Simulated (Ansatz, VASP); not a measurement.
# CaO (Lime) in two plane-wave programs, part 2 of 2

Aim: how closely do two programs agree when they are given the same cell, functional and k mesh? The cell is taken from a series of runs on this material, whose earlier steps may have relaxed, scaled, displaced or heated it; both programs get it as it stands.

VASP 6.6.1 and Ansatz 0.2.0.

So far: Set-up; Ansatz: dielectric response, r2SCAN; VASP: dielectric response, r2SCAN.

### Step 3. VASP: dielectric response, r2SCAN (continued)

Level of this step: r2SCAN; plane waves and PAW (Ca_sv, O) (VASP).

Numbers of over 12 decimals in the logs are rounded to 6 here.

From OUTCAR (step 3):

```text
ion  position               nearest neighbor table
   1  0.000  0.000  0.000-   2 2.41   2 2.41   2 2.41   2 2.41   2 2.41   2 2.41
   2  0.500  0.500  0.500-   1 2.41   1 2.41   1 2.41   1 2.41   1 2.41   1 2.41

  LATTYP: Found a face centered cubic cell.
 ALAT       =     4.8130000000

 Subroutine GETGRP returns: Found 48 space group operations
 (whereof 48 operations were pure point group operations)

The static configuration has the point symmetry O_h .

 Found     29 irreducible k-points:

   k-points           NKPTS =     29   k-points in BZ     NKDIM =     29   number of bands    NBANDS=     14

   dimension x,y,z NGX =    28 NGY =   28 NGZ =   28
   dimension x,y,z NGXF=    56 NGYF=   56 NGZF=   56

   ENCUT  =  580.0 eV  42.63 Ry    6.53 a.u.   6.68  6.68  6.68*2*pi/ulx,y,z

   NELECT =      16.0000    total number of electrons

 k-points in reciprocal lattice and weights: Automatic mesh
   0.00000000  0.00000000  0.00000000       0.002
   0.12500000  0.00000000  0.00000000       0.016
   0.25000000  0.00000000  0.00000000       0.016
   0.37500000  0.00000000  0.00000000       0.016
   0.50000000  0.00000000  0.00000000       0.008
   0.12500000  0.12500000  0.00000000       0.012
   0.25000000  0.12500000  0.00000000       0.047
   0.37500000  0.12500000  0.00000000       0.047
   0.50000000  0.12500000  0.00000000       0.047
[...]
-0.37500000  0.50000000  0.12500000       0.023
  -0.25000000  0.50000000  0.25000000       0.012

 average (electrostatic) potential at core
       1 -47.9185       2 -73.8536

            Ionic dipole moment: p[ion]=(   -14.43900   -14.43900   -14.43900 ) |e| Angst

 Total electronic dipole moment: p[elc]=(     0.00000     0.00000     0.00384 ) |e| Angst

 MACROSCOPIC STATIC DIELECTRIC TENSOR (including local field effects)
 ------------------------------------------------------
           3.492139    -0.000000     0.000000
          -0.000000     3.492139    -0.000000
          -0.000000    -0.000000     3.492139
 ------------------------------------------------------

 PIEZOELECTRIC TENSOR (including local field effects) (C/m^2)
          XX          YY          ZZ          XY          YZ          ZX
  --------------------------------------------------------------------------------
  x     0.00000     0.00000     0.00000     0.00000     0.00000     0.00000
  y     0.00000     0.00000     0.00000     0.00000     0.00000     0.00000
  z     0.00000     0.00000     0.00000     0.00000     0.00000     0.00000

 BORN EFFECTIVE CHARGES (including local field effects) (in |e|, cummulative output)
 ---------------------------------------------------------------------------------
 ion    1
    1     2.31410    -0.00000     0.00000
    2     0.00000     2.31410     0.00000
    3    -0.00000    -0.00000     2.31410
 ion    2
    1    -2.31410     0.00000    -0.00000
    2    -0.00000    -2.31410    -0.00000
    3    -0.00000     0.00000    -2.31410

  Total       -0.0626691     -0.0626691     -0.0626691      0.0000000      0.0000000     -0.0000000
  in kB       -3.6022695     -3.6022695     -3.6022695      0.0000000      0.0000000     -0.0000000
  external PRESSURE =      -3.6022695 kB  Pullay stress =       0.0000000 kB

  energy-cutoff  :      580.00
  volume of cell :       27.87
      direct lattice vectors                 reciprocal lattice vectors
     0.000000000  2.406500000  2.406500000    -0.207770621  0.207770621  0.207770621
     2.406500000  0.000000000  2.406500000     0.207770621 -0.207770621  0.207770621
     2.406500000  2.406500000  0.000000000     0.207770621  0.207770621 -0.207770621

 POSITION                                       TOTAL-FORCE (eV/Angst)
 -----------------------------------------------------------------------------------
      0.00000      0.00000      0.00000         0.000000      0.000000     -0.000000
      2.40650      2.40650      2.40650        -0.000000     -0.000000      0.000000
 -----------------------------------------------------------------------------------
    total drift:                                0.000000      0.000000      0.000000
```

### Step 4. Side by side

Known differences besides the potentials themselves: VASP keeps PBE cores, Ansatz makes them for the functional; fixed occupations in Ansatz, narrow Gaussian smearing in VASP; the cutoff is 500 eV in Ansatz and 580 eV in VASP; VASP takes ε∞ from a finite field, Ansatz from linear response; in our runs with r2SCAN, forces from VASP's data set Ca_sv part from Ansatz's all-electron ones, so neither program is the reference here. Total energies have different zeros and are not compared.

The two programs side by side:

| quantity | Ansatz | VASP | difference |
| --- | --- | --- | --- |
| ε∞ xx | 3.52 | 3.49 | +0.71 % |
| ε∞ yy | 3.52 | 3.49 | +0.71 % |
| ε∞ zz | 3.52 | 3.49 | +0.71 % |

### Step 5. Summary of results

```yaml
difference_in_eps_infinity_xx_dielectric_response_r2scan: 0.71 %
```

What this shows: The difference in ε∞ xx is 0.71 % (dielectric response, r2SCAN), within the 5 % picked in this series as the mark of a large difference. How closely two codes agree says nothing of how well the functional describes the real material.

[Lines on the potential files, build, host, timing and source positions are cut from VASP's logs without a mark.]

[Logs are printed without paths, hosts, clocks, repeated set-up lines and the standing remarks that a program may print on its own settings, such as how far it seeks lower states.]

[Hosts, paths, dates, database ids (printed as entryN), source tags and the programs' standing remarks are cut or masked in the printed files.]
